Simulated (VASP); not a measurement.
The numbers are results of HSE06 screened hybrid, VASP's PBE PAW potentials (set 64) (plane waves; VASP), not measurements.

A VASP calculation is set up with these files.

### POSCAR
```
MgSe
1
    0.0000000000     2.7670760000     2.7670760000
    2.7670760000     0.0000000000     2.7670760000
    2.7670760000     2.7670760000     0.0000000000
Mg Se
1 1
Direct
  0.0000000000   0.0000000000   0.0000000000
  0.5000000000   0.5000000000   0.5000000000
```

**INCAR**
```
! general
SYSTEM  =MgSe
PREC    =Accurate
ENCUT   =180
LREAL   =.False.
LASPH   =.True.
ISYM    =3

! electronic loop
EDIFF   =1E-6
NELM    =100
ALGO    =Normal
LMAXMIX =4

! smearing
ISMEAR  =-1
SIGMA   =0.05

! functional
GGA     =PE
LHFCALC =.True.
AEXX    =0.25
HFSCREEN=0.2
PRECFOCK=Fast

! ions
ISIF    =2

! output
LWAVE   =.False.
LCHARG  =.False.
```

### KPOINTS
```
Regular mesh
0
gamma
 5 5 5
0 0 0
```

POTCAR, in this order: Mg Se (PBE.64 set). Program: vasp_std.

At this cut-off the stress carries a Pulay error, which pulls relaxed volumes low.

**Question.** What does the run give for the energy per atom (σ→0), pressure?

**Answer.** 
```yaml
energy per atom (σ→0): -4.380 eV/atom
pressure: -37.2 kbar
```

**OSZICAR**
```
...
DAV:  12    -0.876002340997E+01    0.20996E-03   -0.98608E-05   184   0.749E-02    0.109E-01
DAV:  13    -0.875994775073E+01    0.75659E-04   -0.36232E-05   200   0.451E-02    0.577E-02
DAV:  14    -0.875991990017E+01    0.27851E-04   -0.15071E-05   184   0.294E-02    0.327E-02
DAV:  15    -0.875991001873E+01    0.98814E-05   -0.57809E-06   192   0.179E-02    0.203E-02
DAV:  16    -0.875990633938E+01    0.36793E-05   -0.22370E-06   184   0.112E-02    0.136E-02
DAV:  17    -0.875990504371E+01    0.12957E-05   -0.84519E-07   112   0.698E-03    0.944E-03
DAV:  18    -0.875990460020E+01    0.44351E-06   -0.35078E-07    80   0.484E-03
   1 F= -.87599046E+01 E0= -.87599046E+01  d E =-.448066E-10
```

The structure comes from a computed database's MgSe entry; how it stands against other phases isn't given here. The cell was not relaxed at this level. The run is one of a series of settings (ENCUT = 180 against the base run), some of them coarse on purpose.
